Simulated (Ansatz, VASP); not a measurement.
**Cross-check of TaN (TaN(210) slab) between VASP and Ansatz**

Wanted: the spread between two codes on one cell, functional and k mesh. The cell is taken from a series of runs on this material, whose earlier steps may have relaxed, scaled, displaced or heated it; both programs get it as it stands.

Program: Ansatz 0.2.0. Level of theory: plane waves, with VASP 6.6.1 beside it; PBE. Results are calculated unless marked as measured.

## 1. The starting structure

The cell holds 28 atoms: 14 Ta and 14 N. Cell: a = 4.420 Å, b = 5.413 Å, c = 27.848 Å, α = 90.0°, β = 90.0°, γ = 65.9°. It derives from TaN. Slab of TaN cut on (2 1 0), 12.8 A thick, 1 x 1 surface cells, both faces free; (so at first; earlier steps may have moved the atoms). Lattice constants are starting values near those of PBE. Vacuum lies along c.

Structure file:

```xyz
28
Lattice="4.4200 0.0000 0.0000 2.2100 4.9417 0.0000 0.0000 0.0000 27.8484" Properties=species:S:1:pos:R:3
Ta    4.4552    0.8688    7.7572
Ta    2.2441    2.7212    8.5319
Ta    4.4505    4.5896    9.3568
Ta    4.4680    1.9620   10.4106
Ta    2.2320    3.7527   11.4287
Ta    2.2972    1.0523   12.5090
Ta    4.3554    2.7949   13.4455
Ta    4.4846    0.1701   14.4029
Ta    2.1228    1.9127   15.3395
Ta    4.3980    4.1541   16.4197
Ta    4.3720    1.0031   17.4379
Ta    2.1795    3.3172   18.4916
Ta    2.1759    0.2438   19.3165
Ta    4.3848    2.0963   20.0913
N     2.2501    0.8880    7.5227
N     4.4567    2.8474    8.2231
N     2.2436    4.8490    9.5503
N     2.2598    1.7108   10.4111
N     4.4478    3.9516   11.5198
N     4.5039    0.8394   12.2993
N     2.1516    3.0933   13.5118
N     4.4784    4.8134   14.3367
N     4.3361    2.1256   15.5492
N     2.1822    3.9551   16.3287
N     2.1602    1.2542   17.4373
N     4.3864    3.0577   18.2981
N     4.3833    0.1177   19.6254
N     2.1699    2.0771   20.3257
```

## 2. Ansatz: single point, PBE

Ansatz runs on its default PAW (the set named soft_2) files.

A single point takes one fixed geometry, so differences don't come from the geometry; what else differs is listed under the comparison.

input.yaml reads:

```yaml
crystal:
  lattice:
    - [4.42, 0.0, 0.0]
    - [2.21, 4.94171, 0.0]
    - [0.0, 0.0, 27.84845]
  atoms:
    - { symbol: Ta, position: [0.92006, 0.1758, 0.27855] }
    - { symbol: "N", position: [0.41922, 0.17969, 0.27013] }
    - { symbol: Ta, position: [0.23238, 0.55066, 0.30637] }
    - { symbol: "N", position: [0.72021, 0.57619, 0.29528] }
    - { symbol: Ta, position: [0.54254, 0.92874, 0.33599] }
    - { symbol: "N", position: [0.01699, 0.98124, 0.34294] }
    - { symbol: Ta, position: [0.81235, 0.39702, 0.37383] }
    - { symbol: "N", position: [0.33817, 0.3462, 0.37385] }
    - { symbol: Ta, position: [0.12528, 0.75939, 0.41039] }
    - { symbol: "N", position: [0.60646, 0.79965, 0.41366] }
    - { symbol: Ta, position: [0.41325, 0.21295, 0.44918] }
    - { symbol: "N", position: [0.93405, 0.16986, 0.44165] }
    - { symbol: Ta, position: [0.70261, 0.56557, 0.48281] }
    - { symbol: "N", position: [0.1738, 0.62596, 0.48519] }
    - { symbol: Ta, position: [0.99739, 0.03443, 0.51719] }
    - { symbol: "N", position: [0.5262, 0.97404, 0.51481] }
    - { symbol: Ta, position: [0.28675, 0.38705, 0.55082] }
    - { symbol: "N", position: [0.76595, 0.43014, 0.55835] }
    - { symbol: Ta, position: [0.57472, 0.84061, 0.58961] }
    - { symbol: "N", position: [0.09354, 0.80035, 0.58634] }
    - { symbol: Ta, position: [0.88765, 0.20298, 0.62617] }
    - { symbol: "N", position: [0.36183, 0.2538, 0.62615] }
    - { symbol: Ta, position: [0.15746, 0.67126, 0.66401] }
    - { symbol: "N", position: [0.68301, 0.61876, 0.65706] }
    - { symbol: Ta, position: [0.46762, 0.04934, 0.69363] }
    - { symbol: "N", position: [0.97979, 0.02381, 0.70472] }
    - { symbol: Ta, position: [0.77994, 0.4242, 0.72145] }
    - { symbol: "N", position: [0.28078, 0.42031, 0.72987] }
kpoints:
  mp_grid: { grid: [9, 7, 1] }
hamiltonian:
  xc: pbe
scf:
  occupations: { method: fermi_dirac, width: 0.1 }
output:
  forces: true
  populations: true
  dos:
    method: { smearing: { sigma: 0.08 } }
    de: 0.1
    projected: { site_lists: { "N": ["N"], Ta: [Ta] } }
  eigenvalues: true
  write_density: true
  write_potential: true
  volumetric_format: npy
```

Command:

```sh
> ansatz run input.yaml --threads 6 --pin off --max-ram 102400MiB --backend cuda --events-out ev --progress --plain --runs-dir out
```

Numbers of over 12 decimals in the logs are rounded to 6 here.

Output:

```text
Engine: ansatz 0.2.0, x86_64-unknown-linux-gnu
Pseudopotentials: kind: paw
Pseudopotential: Ta, paw, valence charge 13, recommended cutoff 420 eV (normal), Ta.paw.azcp
Pseudopotential: N, paw, valence charge 5, recommended cutoff 420 eV (normal), N.paw.azcp
Functional definition: PBE
  parameter kappa = 0.804
  parameter beta = 0.066725
  exchange = pbe_x(kappa = kappa, mu = beta*pi^2/3)
  correlation = pbe_c(beta = beta)
device memory: the entry about to start is reckoned to put 14.9 GiB on a device that reports 65.1 GiB free
GPU FFT provider: cuFFT
GPU libraries: cuBLAS 13.8.2, cuFFT 12.4.0, cuSOLVER 12.3.4
Crystal: 28 atoms, lattice volume = 608.276 Å³
Basis set: ecut = 420 eV, 11887 PW (Γ), exchange–correlation on 60×80×384 points (8 copies of the dense FFT grid, shifted against one another)
Bands: 154, of which v1, the nominal top of the filled ones, is band 126 counted from 1 (125 counted from 0)
Symmetry: 2 space group operations
Space group: P-1 (ITA 2), of the structure as read, at distance tolerance 8.5e-5 Å
k-points: 32 of 63
Non-local potential: Ta, projectors of the file, l = 0: 3, l = 1: 2, l = 2: 2, l = 3: 1
Non-local potential: N, projectors of the file, l = 0: 2, l = 1: 2, l = 2: 1
PAW form: soft (Blöchl's): semilocal exchange-correlation on the pseudo side does not see the compensation charge
PAW one-centre angular grid: Ta, 590 points (default); XC on 64 Gauss nodes
PAW one-centre angular grid: N, 110 points (default); XC on 64 Gauss nodes
Initial density: superposition of atomic densities (neutral atoms: chi_scale 0, normalization atom), corrected by the library's trained network
Initial wavefunctions: pseudopotential atomic-orbital guess
GPU buffer pool allocated for 230400 grid points (all kernels)
GPU transforms: local potential and band sums: pruned to the plane-wave sphere, on 30×40×192
Functional: x = pbe(κ = 0.804, μ = 0.219515), c = pbe(β = 0.066725)
SCF iter   1: F=—  HF=-144447.886775 eV  |F-HF|=—  |Δ(HF+E_count)|=         —  Δρ=6.21e-3  dr2=4.69e-1  ethr=1.77e-3  ⟨swp⟩=7.7  Hψ=23919  notcnv=0  defer=12
preconditioner: auto → LDOS  [metal: Δε(μ)=0.004 eV  Ē_g=9.048 eV  σ=0.100 eV  W_gap=0.01  n_scr=114 (ndim 8)  ℏωp=17.8 eV  f_vac=0.450  D(μ)=12.47/eV (n_scr^D=86)  β→1.0]
SCF iter   2: F=—  HF=-144447.861466 eV  |F-HF|=—  |Δ(HF+E_count)|=   2.53e-2  Δρ=2.77e-3  dr2=1.40e-1  ethr=1.86e-4  ⟨swp⟩=2.4  Hψ=8778  notcnv=0  defer=2
SCF iter   3: F=—  HF=-144447.852429 eV  |F-HF|=—  |Δ(HF+E_count)|=   9.04e-3  Δρ=8.06e-4  dr2=9.31e-3  ethr=5.57e-5  ⟨swp⟩=2.0  Hψ=7011  notcnv=0  defer=2
SCF iter   4: F=—  HF=-144447.852942 eV  |F-HF|=—  |Δ(HF+E_count)|=   5.13e-4  Δρ=4.09e-4  dr2=2.02e-3  ethr=3.69e-6  ⟨swp⟩=2.9  Hψ=7647  notcnv=0  defer=2
SCF iter   5: F=—  HF=-144447.852457 eV  |F-HF|=—  |Δ(HF+E_count)|=   4.85e-4  Δρ=1.50e-4  dr2=6.58e-4  ethr=8.03e-7  ⟨swp⟩=2.1  Hψ=7027  notcnv=0  defer=2
SCF iter   6: F=—  HF=-144447.851429 eV  |F-HF|=—  |Δ(HF+E_count)|=   1.03e-3  Δρ=4.52e-5  dr2=2.00e-5  ethr=2.61e-7  ⟨swp⟩=2.0  Hψ=6059  notcnv=0  defer=2
SCF iter   7: F=—  HF=-144447.852255 eV  |F-HF|=—  |Δ(HF+E_count)|=   8.26e-4  Δρ=2.18e-5  dr2=6.41e-6  ethr=7.93e-9  ⟨swp⟩=3.5  Hψ=9768  notcnv=0  defer=2
SCF iter   8: F=—  HF=-144447.852256 eV  |F-HF|=—  |Δ(HF+E_count)|=   1.15e-6  Δρ=7.33e-6  dr2=5.58e-7  ethr=2.54e-9  ⟨swp⟩=2.6  Hψ=7013  notcnv=0  defer=2
SCF iter   9: F=-144447.852256 eV  HF=-144447.852256 eV  |F-HF|=1.41e-8  |Δ(HF+E_count)|=   2.19e-7  Δρ=2.67e-6  dr2=8.67e-8  ethr=3.97e-11  ⟨swp⟩=21.0  Hψ=47333  notcnv=0
SCF 1 converged in 9 iterations: F = -144447.852256 eV  dr2 = 8.67e-8
  greatest PAW one-centre occupation: 0.999 electrons in one spin orbital (limit 2), on the Ta atom at site 26 (counted from 0), in its partial waves of l = 0
[...]
E_nonlocal   = 839.458925
  E_hartree    = 156643.201458
  E_xc         = -3908.049076
  E_vxc        = -3938.017560  (∫ρ·V_xc dr)
  E_paw        = -119336.719756  (= ΣΔE_a)
  E_vpaw       = -1853.613591  (= ΣTr[D̂ρ^β])
  E_aug_tail   = 0.003121  (compensation charges beyond the density's cutoff)
  E_ewald      = 133439.799706
  E_smearing   = -0.403381  (= −TS)
  E_closure    = 0.000000  (closes the sum)
  Σ components = -144447.852256   (vs F -144447.852256, Δ=0.00e0)
--- Forces (eV/Å), atoms counted from 1 ---
  atom   1  Ta     0.01485128     0.03387126     0.00421015
  atom   2  N     -0.02051599    -0.00926956    -0.01726467
  atom   3  Ta    -0.00541644     0.00786985     0.08336610
  atom   4  N      0.00119013    -0.00346919    -0.02516289
  atom   5  Ta     0.00982349    -0.04009641    -0.00787803
  atom   6  N      0.00626910     0.01066303    -0.03691926
  atom   7  Ta    -0.01945331    -0.01437653     0.05399984
  atom   8  N     -0.00484800     0.03422357     0.00164732
  atom   9  Ta     0.02462390    -0.03499674     0.00156191
  atom  10  N      0.01544958     0.01038350    -0.00214871
  atom  11  Ta     0.00894299     0.01155898     0.05380260
  atom  12  N      0.01046332     0.07476424    -0.00328542
  atom  13  Ta     0.01090686    -0.01758835     0.00982533
  atom  14  N      0.00676557    -0.01950682    -0.03670494
  atom  15  Ta    -0.01090686     0.01758835    -0.00982533
  atom  16  N     -0.00676557     0.01950682     0.03670494
  atom  17  Ta    -0.00894299    -0.01155898    -0.05380260
  atom  18  N     -0.01046332    -0.07476424     0.00328542
  atom  19  Ta    -0.02462390     0.03499674    -0.00156191
  atom  20  N     -0.01544958    -0.01038350     0.00214871
  atom  21  Ta     0.01945331     0.01437653    -0.05399984
  atom  22  N      0.00484800    -0.03422357    -0.00164732
  atom  23  Ta    -0.00982349     0.04009641     0.00787803
  atom  24  N     -0.00626910    -0.01066303     0.03691926
  atom  25  Ta     0.00541644    -0.00786985    -0.08336610
  atom  26  N     -0.00119013     0.00346919     0.02516289
  atom  27  Ta    -0.01485128    -0.03387126    -0.00421015
  atom  28  N      0.02051599     0.00926956     0.01726467
  max |Σ_I F_I| component: 2.08e-17 eV/Å
--- Band table (eV; the first three rows and the last of 32) ---
  k-point 0: bands = [... 122 lower, 7.3801, 7.4135, 7.4907, 7.8944, 7.9320, 8.0849, 8.4547, 8.5153, ... 24 higher]
  k-point 1: bands = [... 122 lower, 7.4937, 7.5473, 7.7186, 7.7928, 7.8869, 8.2250, 8.5144, 8.6118, ... 24 higher]
  k-point 2: bands = [... 122 lower, 7.3330, 7.3676, 7.7416, 7.9986, 8.1581, 8.4225, 8.5579, 8.6920, ... 24 higher]
  k-point 31: bands = [... 122 lower, 8.7619, 8.7888, 9.0950, 9.1629, 9.3582, 9.4155, 9.5372, 9.5804, ... 24 higher]
--- Löwdin populations: 28 sites ---
  site symbol       q [e]
     0     Ta     12.1357
     1      N      5.7554
     2     Ta     12.2402
     3      N      5.6263
     4     Ta     12.1792
     5      N      5.6759
     6     Ta     12.2886
     7      N      5.7126
     8     Ta     12.1717
     9      N      5.7535
    10     Ta     12.1933
    11      N      5.7216
    12     Ta     12.2253
    13      N      5.7069
    14     Ta     12.2253
    15      N      5.7069
    16     Ta     12.1933
    17      N      5.7216
    18     Ta     12.1717
    19      N      5.7535
    20     Ta     12.2886
    21      N      5.7126
    22     Ta     12.1792
    23      N      5.6759
    24     Ta     12.2402
    25      N      5.6263
    26     Ta     12.1357
    27      N      5.7554
  spilling = 0.004873 (of n_electrons = 252.000000)
```

The column dr2 measures how far the density is from self-consistency, as an energy; F and HF (Harris–Foulkes) agree once it is small.

(Part 1 of 2 ends here.)

[Lines on the potential files, build, host, timing and source positions are cut from VASP's logs without a mark.]

[Logs are printed without paths, hosts, clocks, repeated set-up lines and the standing remarks that a program may print on its own settings, such as how far it seeks lower states.]

[Hosts, paths, dates, database ids (printed as entryN), source tags and the programs' standing remarks are cut or masked in the printed files.]
